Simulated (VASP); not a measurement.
```
Li
1.0
   -1.73588     1.73588     1.73588
    1.73588    -1.73588     1.73588
    1.73588     1.73588    -1.73588
Li
1
Direct
  0.00000   0.00000   0.00000
```

Calculation: RPBE GGA, VASP's PBE PAW potentials (set 64) (plane waves; VASP 6.6.1). Run with 520 eV cut-off, Gaussian smearing of 0.050 eV, potentials Li_sv.

Question: Give the energies of bands 2 to 4 at the high-symmetry points, in eV from the Fermi level.

Answer: 
| band | Γ | H | N | P |
|---|---|---|---|---|
| 2 | -3.56 | 5.43 | 0.23 | 3.30 |
| 3 | 14.49 | 5.43 | 3.13 | 3.30 |
| 4 | 14.49 | 5.43 | 10.24 | 3.30 |

It has no gap at this level: it comes out as a metal or semimetal.

The compound is Li in the bcc structure. It was relaxed first.
